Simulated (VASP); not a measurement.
Data:

```
Au
1.0
    0.00000     2.21123     2.21123
    2.21123     0.00000     2.21123
    2.21123     2.21123     0.00000
Au
1
Direct
  0.00000   0.00000   0.00000
```

The numbers are results of vdW-DF2, VASP's PBE PAW potentials (set 64) (plane waves; VASP 6.6.1), not measurements. Settings: 520 eV cut-off, 14×14×14 Γ-centred mesh, first-order Methfessel-Paxton smearing of 0.10 eV, potentials Au.

**Question.** Give the stress tensor in GPa (positive for a compressed cell).

**Answer.** 
```
-4.43   0.00   0.00
 0.00  -4.43   0.00
 0.00   0.00  -4.43
```
The pressure is its mean diagonal, -4.43 GPa.

The compound is Au in the fcc structure. This cell is one point of a volume scan, at 1.06 of the reference volume.
